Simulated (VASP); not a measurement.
# Nickel: the relaxed cell at several levels

Which functional gives the lattice of Nickel as experiment finds it, and is a dearer one worth its cost? The levels: LDA, PBEsol, PBE, r2SCAN, PBE + D3(BJ), r2SCAN + rVV10, optB88-vdW and SCAN. The start is a cell from a database of measured crystal structures.

Program: VASP 6.6.1. Level of theory: LDA, spin-polarised from a ferromagnetic start (one magnetic atom a cell); plane waves and PAW (Ni), in the first sound run; inputs show where later runs differ. Results are calculated unless marked as measured.

The experiments to compare with:

For Ni, face-centered cubic (literature value used as simulation input, 300 K), “Multiple origins of extra electron diffractions in fcc metals” (2023, arxiv:2311.10326) quotes earlier work: lattice constant a (cubic lattice parameter, quoted experimental value) 3.524 Å [literature value at ambient conditions, used as fixed simulation input].

Most raw output is cut from this account.

## 1. Set-up

Symmetry: Fm-3m, No. 225, cubic system. Conventional cell: a = 3.524 Å, b = 3.524 Å, c = 3.524 Å, α = 90.00°, β = 90.00°, γ = 90.00°. Nearest to Ni lie 12 Ni at 2.49 Å.

Coordinates:

```cif
data_structure
_symmetry_space_group_name_H-M 'Fm-3m'
_symmetry_Int_Tables_number 225
_cell_length_a 3.5239
_cell_length_b 3.5239
_cell_length_c 3.5239
_cell_angle_alpha 90.000
_cell_angle_beta 90.000
_cell_angle_gamma 90.000
_cell_volume 43.76
loop_
_atom_site_label
_atom_site_type_symbol
_atom_site_symmetry_multiplicity
_atom_site_Wyckoff_symbol
_atom_site_fract_x
_atom_site_fract_y
_atom_site_fract_z
_atom_site_occupancy
Ni1 Ni 4 a 0.00000 0.00000 0.00000 1
```

## 2. Magnetic order: ferromagnetic

The properties of a magnet depend on its order, so a few collinear patterns are compared first on the cell as listed, beginning with all moments parallel. LDA, the lowest rung, knows the local density alone.

INCAR

```
SYSTEM = Ni
PREC = Accurate
ENCUT = 400
EDIFF = 1E-06
NELM = 100
ISMEAR = -1
SIGMA = 0.05
LREAL = .FALSE.
ALGO = Normal
GGA = CA
NBANDS = 12
ISPIN = 2
MAGMOM = 1
LASPH = .TRUE.
LMAXMIX = 4
LORBIT = 11
LWAVE = .FALSE.
LCHARG = .FALSE.
KPAR = 4
ISIF = 2
```

POSCAR

```
Ni
1.0
    0.0000000000      1.7619350000      1.7619350000
    1.7619350000      0.0000000000      1.7619350000
    1.7619350000      1.7619350000      0.0000000000
Ni
1
Direct
    0.0000000000      0.0000000000      0.0000000000
```

KPOINTS

```
Automatic mesh
0
Gamma
11 11 11
0 0 0
```

PAW data sets: Ni (PBE family, release 64).

The run is started by

```
mpirun -np 4 vasp_std
```

The job ended after 6 s (4 MPI ranks of AMD EPYC 7R43, shared host; peak memory 0.32 GiB).

The k-mesh is coarse for a metal. The PAW data sets were made with PBE, though LDA sets exist; this is a small mismatch. At this level the cell is under a tension of 18.1 GPa, so at these settings it is away from equilibrium.

Numbers from this step:

```
SCF cycles                                        : 13
electrons                                         : 10
bands                                             : 12
irreducible k-points                              : 56
symmetry operations                               : 48
free energy (TOTEN)                               : -6.552 eV
energy at zero smearing                           : -6.545 eV
Fermi energy                                      : 8.825 eV
pressure                                          : -18.11 GPa
moment of the cell, from the last line of the log : 0.5696 μB
metallic                                          : yes
```

Spin moment in the PAW sphere by atom:

```tsv
atom	spin moment in the PAW sphere (μB)
Ni1	0.576
```

The run ends ferromagnetic with a largest moment of 0.58 μB, and the mesh shows no gap.

## 3. Magnetic order: antiferromagnetic, q = (0, 0, 1/2)

This step: LDA, spin-polarised from an antiferromagnetic start; plane waves and PAW (Ni) (VASP 6.6.1).

System of this step: Nickel. It takes space group Fm-3m (No. 225, cubic). Conventional cell: a = 3.524 Å, b = 3.524 Å, c = 3.524 Å, α = 90.00°, β = 90.00°, γ = 90.00°. Ni has 12 Ni at 2.49 Å nearest.

Next, a pattern with opposite moments, which needs a doubled cell; q is given in the reciprocal vectors of the primitive cell.

Changes to INCAR since step 2:

```diff
@@ -10,5 +10,5 @@
 GGA = CA
-NBANDS = 12
+NBANDS = 17
 ISPIN = 2
-MAGMOM = 1
+MAGMOM = 1 -1
 LASPH = .TRUE.
```

POSCAR

```
Ni
1.0
    0.0000000000      1.7619350000      1.7619350000
    1.7619350000      0.0000000000      1.7619350000
    3.5238700000      3.5238700000      0.0000000000
Ni
2
Direct
    0.0000000000      0.0000000000      0.0000000000
    0.0000000000      0.0000000000      0.5000000000
```

KPOINTS is that of step 2.

The run is started by

```
mpirun -np 4 vasp_std
```

Run time: 56 s. Hardware: 4 MPI ranks; peak memory 0.49 GiB.

At this level the cell is under a tension of 18.7 GPa, so at these settings it is away from equilibrium.

Numbers from this step:

```yaml
scf_cycles: 20
electrons: 20
bands: 17
irreducible_k_points: 146
symmetry_operations: 12
free_energy_toten: -13.02 eV
energy_at_zero_smearing: -12.99 eV
fermi_energy: 8.663 eV
pressure: -18.66 GPa
```

Spin moment in the PAW sphere by atom:

```tsv
atom	spin moment in the PAW sphere (μB)
Ni1	0.0600
Ni2	-0.0600
```

The energy lies +49.8 meV an atom from the first pattern. The moments fall under 0.1 μB, and the mesh shows no gap.

## 4. Magnetic order: antiferromagnetic, q = (1/2, 1/2, 0)

INCAR is that of step 3.

POSCAR

```
Ni
1.0
    0.0000000000      3.5238700000      3.5238700000
    1.7619350000      1.7619350000      3.5238700000
    1.7619350000      1.7619350000      0.0000000000
Ni
2
Direct
    0.0000000000      0.0000000000      0.0000000000
    0.5000000000      0.0000000000      0.0000000000
```

KPOINTS is that of step 3.

The run is started by

```
mpirun -np 4 vasp_std
```

Wall time 59 s (4 MPI ranks); peak memory 0.55 GiB; 3.8 min of CPU time.

Numbers from this step:

```yaml
scf_cycles: 16
irreducible_k_points: 126
symmetry_operations: 16
fermi_energy: 8.665 eV
pressure: -18.69 GPa
```

The spin moment in the PAW sphere vanishes on all atoms.

The energy lies +48.7 meV an atom from the first pattern. The moments fall under 0.1 μB, and the mesh shows no gap.

## 5. The orders side by side

This step: collinear orders at LDA; plane waves and PAW (VASP 6.6.1).

No new run; the numbers come from the runs before.

Patterns, by row:

```tsv
start	atoms	energy less that of the first (meV/atom)	largest site moment (μB)	end state
ferromagnetic	1	0	0.58	ferromagnetic
antiferromagnetic, q = (0, 0, 1/2)	2	49.8	0.06	non-magnetic
antiferromagnetic, q = (1/2, 1/2, 0)	2	48.7	0	non-magnetic
```

The session goes on in the lowest magnetic state found: ferromagnetic. Runs that ended non-magnetic differ by up to 1.0 meV an atom among themselves, which is the error from the unlike meshes of the cells.

## 6. Relaxation with LDA

This step: LDA, spin-polarised from a ferromagnetic start (one magnetic atom a cell); plane waves and PAW (Ni) (VASP 6.6.1).

System of this step: Nickel. It takes space group Fm-3m (No. 225, cubic). The conventional cell has a = 3.524 Å, b = 3.524 Å, c = 3.524 Å, α = 90.00°, β = 90.00°, γ = 90.00°. Ni has 12 Ni at 2.49 Å nearest.

The start need not lie at this functional's minimum. ISIF = 3 frees volume, shape and positions, and EDIFFG sets the threshold on forces and stress at which the search stops.

INCAR

```
SYSTEM = Ni
PREC = Accurate
ENCUT = 520
EDIFF = 1E-06
NELM = 100
ISMEAR = -1
SIGMA = 0.05
LREAL = .FALSE.
ALGO = Normal
GGA = CA
NBANDS = 12
ISPIN = 2
MAGMOM = 0.58
LASPH = .TRUE.
LMAXMIX = 4
LORBIT = 11
LWAVE = .FALSE.
LCHARG = .FALSE.
KPAR = 4
IBRION = 2
NSW = 60
ISIF = 3
EDIFFG = -0.01
```

POSCAR

```
Ni
1.0
    0.0000000000      1.7619350000      1.7619350000
    1.7619350000      0.0000000000      1.7619350000
    1.7619350000      1.7619350000      0.0000000000
Ni
1
Direct
    0.0000000000      0.0000000000      0.0000000000
```

KPOINTS is that of step 4.

The run is started by

```
mpirun -np 4 vasp_std
```

It took 30 s on 4 MPI ranks; peak memory 0.4 GiB; 1.9 min of CPU time.

The magnetic order is the only one that the search above brought to convergence with its moments; longer or canted patterns were not tried. After so large a change of volume the plane waves of the start cell no longer fit, so the final stress carries a basis-set error. The run keeps the 48 symmetry operations of its start, so it cannot find a distortion of lower symmetry.

The steps of the relaxation:

```tsv
step	energy less that of the first step (eV)	largest force (eV/Å)	pressure (GPa)	volume (Å³)
1	0.0000	0.0000	-17.55	10.94
2	0.0217	0.0000	29.69	9.15
3	-0.0534	0.0000	-0.38	10.06
4	-0.0534	0.0000	0.03	10.04
```

```tsv
conventional cell, symmetrised	before	after	change
a (Å)	3.524	3.425	-2.8 %
b (Å)	3.524	3.425	-2.8 %
c (Å)	3.524	3.425	-2.8 %
volume (Å³/atom)	10.94	10.04	-8.2 %
```

The relaxed structure:

```cif
data_structure
_symmetry_space_group_name_H-M 'P 1'
_symmetry_Int_Tables_number 1
_cell_length_a 2.4215
_cell_length_b 2.4215
_cell_length_c 2.4215
_cell_angle_alpha 60.000
_cell_angle_beta 60.000
_cell_angle_gamma 60.000
_cell_volume 10.04
loop_
_atom_site_label
_atom_site_type_symbol
_atom_site_fract_x
_atom_site_fract_y
_atom_site_fract_z
_atom_site_occupancy
Ni1 Ni 0.00000 0.00000 0.00000 1
```

Numbers from this step:

* electrons: 10
* bands: 12
* irreducible k-points: 56
* symmetry operations: 48
* free energy (TOTEN): -6.604 eV
* energy at zero smearing: -6.597 eV
* Fermi energy: 10.09 eV
* pressure: 0.03190 GPa
* moment of the cell, from the last line of the log: 0.5672 μB
* SCF cycles over all ionic steps: 35

Spin moment in the PAW sphere by atom:

```tsv
atom	spin moment in the PAW sphere (μB)
Ni1	0.568
```

It ends with forces that vanish by symmetry and a pressure of 0.03 GPa. The volume lies -8.2 % from that of the database's start, which holds the thermal and zero-point expansion of its experiment. LDA is known to overbind. The conventional cell has a = 3.425 Å. The largest moment is 0.57 μB.

## 7. Relaxation with PBEsol

This step: PBEsol, spin-polarised from a ferromagnetic start (one magnetic atom a cell); plane waves and PAW (Ni) (VASP 6.6.1).

PBEsol restores the gradient expansion of exchange and is tuned for the cells of solids.

Changes to INCAR since step 6:

```diff
@@ -9,3 +9,3 @@
 ALGO = Normal
-GGA = CA
+GGA = PS
 NBANDS = 12
```

POSCAR is that of step 6.

KPOINTS is that of step 6.

The run is started by

```
mpirun -np 4 vasp_std
```

Elapsed: 31 s, on 4 MPI ranks; peak memory 0.43 GiB; 2 min of CPU time.

The PAW data sets were made with PBE, which is usual practice but a small mismatch for other functionals.

The steps of the relaxation:

```tsv
step	energy less that of the first step (eV)	largest force (eV/Å)	pressure (GPa)	volume (Å³)
1	0.0000	0.0000	-10.82	10.94
2	0.0029	0.0000	14.38	9.81
3	-0.0205	0.0000	-0.09	10.37
```

```tsv
conventional cell, symmetrised	before	after	change
a (Å)	3.524	3.461	-1.8 %
b (Å)	3.524	3.461	-1.8 %
c (Å)	3.524	3.461	-1.8 %
volume (Å³/atom)	10.94	10.37	-5.2 %
```

The relaxed structure:

```cif
data_structure
_symmetry_space_group_name_H-M 'P 1'
_symmetry_Int_Tables_number 1
_cell_length_a 2.4476
_cell_length_b 2.4476
_cell_length_c 2.4476
_cell_angle_alpha 60.000
_cell_angle_beta 60.000
_cell_angle_gamma 60.000
_cell_volume 10.37
loop_
_atom_site_label
_atom_site_type_symbol
_atom_site_fract_x
_atom_site_fract_y
_atom_site_fract_z
_atom_site_occupancy
Ni1 Ni 0.00000 0.00000 0.00000 1
```

Numbers from this step:

- free energy (TOTEN): -6.145 eV
- energy at zero smearing: -6.138 eV
- Fermi energy: 9.875 eV
- pressure: -0.08565 GPa
- moment of the cell, from the last line of the log: 0.5721 μB
- SCF cycles over all ionic steps: 30

It ends at 10.37 Å³/atom, -5.2 % from the start, with -0.09 GPa left. The conventional cell has a = 3.461 Å. The largest moment is 0.58 μB.

## 8. Relaxation with PBE

This step: PBE, spin-polarised from a ferromagnetic start (one magnetic atom a cell); plane waves and PAW (Ni) (VASP 6.6.1).

PBE, the usual starting point, adds the gradient of the density.

Changes to INCAR since step 7:

```diff
@@ -9,3 +9,3 @@
 ALGO = Normal
-GGA = PS
+GGA = PE
 NBANDS = 12
```

POSCAR is that of step 7.

KPOINTS is that of step 7.

The run is started by

```
mpirun -np 4 vasp_std
```

Elapsed: 28 s, on 4 MPI ranks; peak memory 0.43 GiB.

The steps of the relaxation:

```tsv
step	energy less that of the first step (eV)	largest force (eV/Å)	pressure (GPa)	volume (Å³)
1	0.0000	0.0000	-1.23	10.94
2	-0.0001	0.0000	1.16	10.81
3	-0.0003	0.0000	0.03	10.87
```

```tsv
conventional cell, symmetrised	before	after	change
a (Å)	3.524	3.516	-0.2 %
b (Å)	3.524	3.516	-0.2 %
c (Å)	3.524	3.516	-0.2 %
volume (Å³/atom)	10.94	10.87	-0.7 %
```

Final coordinates:

```xyz
1
Lattice="0.0000 1.7581 1.7581 1.7581 0.0000 1.7581 1.7581 1.7581 0.0000" Properties=species:S:1:pos:R:3 pbc="T T T"
Ni    0.0000    0.0000    0.0000
```

It ends at 10.87 Å³/atom, -0.7 % from the start, with 0.03 GPa left. The conventional cell has a = 3.516 Å. The largest moment is 0.59 μB.

## 9. Relaxation with r2SCAN

This step: r2SCAN, spin-polarised from a ferromagnetic start (one magnetic atom a cell); plane waves and PAW (Ni) (VASP 6.6.1).

r2SCAN adds the kinetic-energy density, costs more than a GGA and is run with LASPH.

Changes to INCAR since step 8:

```diff
@@ -9,3 +9,4 @@
 ALGO = Normal
-GGA = PE
+METAGGA = R2SCAN
+LASPH = .TRUE.
 NBANDS = 12
@@ -13,3 +14,2 @@
 MAGMOM = 0.58
-LASPH = .TRUE.
 LMAXMIX = 4
```

POSCAR is that of step 8.

KPOINTS is that of step 8.

The run is started by

```
mpirun -np 4 vasp_std
```

Elapsed: 2.9 min, on 4 MPI ranks; peak memory 0.44 GiB.

SCAN-type functionals tend to overstate the moments of itinerant magnets.

Relaxation path:

```tsv
step	energy less that of the first step (eV)	largest force (eV/Å)	pressure (GPa)	volume (Å³)
1	0.0000	0.0000	-7.25	10.94
2	-0.0028	0.0000	7.31	10.17
3	-0.0100	0.0000	-0.23	10.51
4	-0.0100	0.0000	-0.05	10.50
```

```tsv
conventional cell, symmetrised	before	after	change
a (Å)	3.524	3.476	-1.4 %
b (Å)	3.524	3.476	-1.4 %
c (Å)	3.524	3.476	-1.4 %
volume (Å³/atom)	10.94	10.50	-4.0 %
```

The relaxed structure:

```xyz
1
Lattice="0.0000 1.7381 1.7381 1.7381 0.0000 1.7381 1.7381 1.7381 0.0000" Properties=species:S:1:pos:R:3 pbc="T T T"
Ni    0.0000    0.0000    0.0000
```

It ends at 10.50 Å³/atom, -4.0 % from the start, with -0.05 GPa left. The conventional cell has a = 3.476 Å. The largest moment is 0.66 μB.

## 10. Relaxation with PBE + D3(BJ)

This step: PBE with D3(BJ), spin-polarised from a ferromagnetic start (one magnetic atom a cell); plane waves and PAW (Ni) (VASP 6.6.1).

A dispersion term adds the long-range attraction that semilocal functionals lack. D3 with Becke-Johnson damping keeps a finite attraction at short range.

Changes to INCAR since step 9:

```diff
@@ -9,4 +9,4 @@
 ALGO = Normal
-METAGGA = R2SCAN
-LASPH = .TRUE.
+GGA = PE
+IVDW = 12
 NBANDS = 12
@@ -14,2 +14,3 @@
 MAGMOM = 0.58
+LASPH = .TRUE.
 LMAXMIX = 4
```

POSCAR is that of step 9.

KPOINTS is that of step 9.

The run is started by

```
mpirun -np 4 vasp_std
```

It took 21 s on 4 MPI ranks; peak memory 0.46 GiB; 79 s of CPU time.

Dispersion corrections of this kind ignore metallic screening and tend to overbind metals.

Spin moment in the PAW sphere by atom:

```tsv
atom	spin moment in the PAW sphere (μB)
Ni1	0.582
```

It ends at 10.50 Å³/atom, -4.1 % from the start, with 0.01 GPa left. The conventional cell has a = 3.476 Å. The largest moment is 0.58 μB. Against plain PBE, the dispersion term moves a by -1.2 %.

## 11. Relaxation with r2SCAN + rVV10

This step: r2SCAN with rVV10, spin-polarised from a ferromagnetic start (one magnetic atom a cell); plane waves and PAW (Ni) (VASP 6.6.1).

LUSE_VDW switches on a nonlocal correlation term for dispersion.

Changes to INCAR since step 10:

```diff
@@ -9,4 +9,8 @@
 ALGO = Normal
-GGA = PE
-IVDW = 12
+METAGGA = R2SCAN
+LUSE_VDW = .TRUE.
+IVDW_NL = 2
+BPARAM = 11.95
+CPARAM = 0.0093
+LASPH = .TRUE.
 NBANDS = 12
@@ -14,3 +18,2 @@
 MAGMOM = 0.58
-LASPH = .TRUE.
 LMAXMIX = 4
```

POSCAR is that of step 10.

KPOINTS is that of step 10.

The run is started by

```
mpirun -np 4 vasp_std
```

Elapsed: 2.5 min, on 4 MPI ranks; peak memory 0.68 GiB; 9.8 min of CPU time.

It ends at 10.41 Å³/atom, -4.9 % from the start, with -0.10 GPa left. The conventional cell has a = 3.466 Å. The largest moment is 0.65 μB. Against plain r2SCAN, the dispersion term moves a by -0.3 %.

## 12. Relaxation with optB88-vdW

This step: optB88-vdW, spin-polarised from a ferromagnetic start (one magnetic atom a cell); plane waves and PAW (Ni) (VASP 6.6.1).

optB88-vdW pairs nonlocal correlation with a B88-type exchange refitted to the binding of molecular dimers.

Changes to INCAR since step 11:

```diff
@@ -9,7 +9,7 @@
 ALGO = Normal
-METAGGA = R2SCAN
+GGA = BO
+AGGAC = 0
 LUSE_VDW = .TRUE.
-IVDW_NL = 2
-BPARAM = 11.95
-CPARAM = 0.0093
+PARAM1 = 0.1833333333
+PARAM2 = 0.22
 LASPH = .TRUE.
```

POSCAR is that of step 11.

KPOINTS is that of step 11.

The run is started by

```
mpirun -np 4 vasp_std
```

Elapsed: 43 s, on 4 MPI ranks; peak memory 0.84 GiB.

Spin moment in the PAW sphere by atom:

```tsv
atom	spin moment in the PAW sphere (μB)
Ni1	0.578
```

It ends at 10.80 Å³/atom, -1.3 % from the start, with 0.02 GPa left. The conventional cell has a = 3.509 Å. The largest moment is 0.58 μB.

## 13. Relaxation with SCAN

This step: SCAN, spin-polarised from a ferromagnetic start (one magnetic atom a cell); plane waves and PAW (Ni) (VASP 6.6.1).

SCAN adds the kinetic-energy density; it is numerically more delicate than r2SCAN.

Changes to INCAR since step 12:

```diff
@@ -9,7 +9,3 @@
 ALGO = Normal
-GGA = BO
-AGGAC = 0
-LUSE_VDW = .TRUE.
-PARAM1 = 0.1833333333
-PARAM2 = 0.22
+METAGGA = SCAN
 LASPH = .TRUE.
```

POSCAR is that of step 12.

KPOINTS is that of step 12.

The run is started by

```
mpirun -np 4 vasp_std
```

Wall time 3.3 min (4 MPI ranks); peak memory 0.46 GiB; 13 min of CPU time.

Spin moment in the PAW sphere by atom:

```tsv
atom	spin moment in the PAW sphere (μB)
Ni1	0.669
```

It ends at 10.28 Å³/atom, -6.1 % from the start, with 0.08 GPa left. The conventional cell has a = 3.451 Å. The largest moment is 0.67 μB.

## 14. The cells as a table

This step: relaxed cells at several levels; plane waves and PAW (VASP 6.6.1).

No new run; the numbers come from the runs before.

Lengths are those of the conventional cell; cost is the wall time of each run, as given at its step, times its ranks, without the set-up around it. Results by level, by row:

```tsv
level	volume (Å³/atom)	change from the start (%)	a (Å)	largest site moment (μB)	cost (core minutes)
LDA	10.04	-8.2	3.425	0.568	2
PBEsol	10.37	-5.2	3.461	0.579	2.07
PBE	10.87	-0.7	3.516	0.589	1.87
r2SCAN	10.5	-4	3.476	0.659	11.5
PBE + D3(BJ)	10.5	-4.1	3.476	0.582	1.4
r2SCAN + rVV10	10.41	-4.9	3.466	0.654	9.87
optB88-vdW	10.8	-1.3	3.509	0.578	2.87
SCAN	10.28	-6.1	3.451	0.669	13
```

## 15. Summary of results

| Property | Result |
| --- | --- |
| volume, LDA | 10.04 Å³/atom |
| volume, PBEsol | 10.37 Å³/atom |
| volume, PBE | 10.87 Å³/atom |
| volume, r2SCAN | 10.50 Å³/atom |
| volume, PBE + D3(BJ) | 10.50 Å³/atom |
| volume, r2SCAN + rVV10 | 10.41 Å³/atom |
| volume, optB88-vdW | 10.80 Å³/atom |
| volume, SCAN | 10.28 Å³/atom |

What this shows: For Nickel the levels give volumes between 10.04 Å³/atom (LDA) and 10.87 Å³/atom (PBE), a spread of 8.2 %, while the cost of the finished runs spans a factor of 9.3. Within 1 % of experiment on every length: PBE and optB88-vdW. The nearest, PBE, is among the cheap ones. Thermal and zero-point expansion, often some tenths of a per cent in length, bear on this order: with the measured lengths lowered by an assumed 0.4 % the nearest becomes optB88-vdW. The costs hold the number of ionic steps as well as the price of the functional. SCAN-type functionals tend to overstate the moments of itinerant magnets. The closing table has room for seven levels; SCAN stands in the table of levels alone. Adding D3(BJ) to PBE changes the volume by -3.4 % (a by -1.2 %). Adding rVV10 to r2SCAN changes the volume by -0.9 % (a by -0.3 %). Pairwise corrections of the D and TS kind ignore the screening in a metal, so they may overbind here. Within 0.02 Å all end in space group Fm-3m; the runs can't lower the symmetry of the start. The k-sampling is coarse for a metal, so the Fermi level, moments, pressures and the shape of the cell carry errors. Only a few collinear orders were tried, on the cell as listed. Each is a single relaxation on the plane waves of the start cell, so larger changes of volume carry a basis-set error that was not tested here.

Comparison with the measured values:

```
              quantity  measured             LDA          PBEsol             PBE          r2SCAN    PBE + D3(BJ)  r2SCAN + rVV10      optB88-vdW
lattice constant a (Å)     3.524  3.425 (-2.8 %)  3.461 (-1.8 %)  3.516 (-0.2 %)  3.476 (-1.4 %)  3.476 (-1.4 %)  3.466 (-1.7 %)  3.509 (-0.4 %)
```

Measured values from arxiv:2311.10326 (2023).

Verdict: For the lattice constant a, of the levels listed nearest comes PBE (-0.2 %, good agreement) and farthest LDA (-2.8 %, a clear miss). The grades are ours: good and fair within 0.7 and 1.5 % for the lattice constant a. Zero-point motion and thermal expansion (measured at up to 300 K) are not in the computed lattice constants.

[Lines on the potential files, build, host, timing and source positions are cut from VASP's logs without a mark.]

[Logs are printed without paths, hosts, clocks, repeated set-up lines and the standing remarks that a program may print on its own settings, such as how far it seeks lower states.]

[Hosts, paths, dates, database ids (printed as entryN), source tags and the programs' standing remarks are cut or masked in the printed files.]

[A measured line is paired with the nearest computed mode of its activity, which favours agreement.]
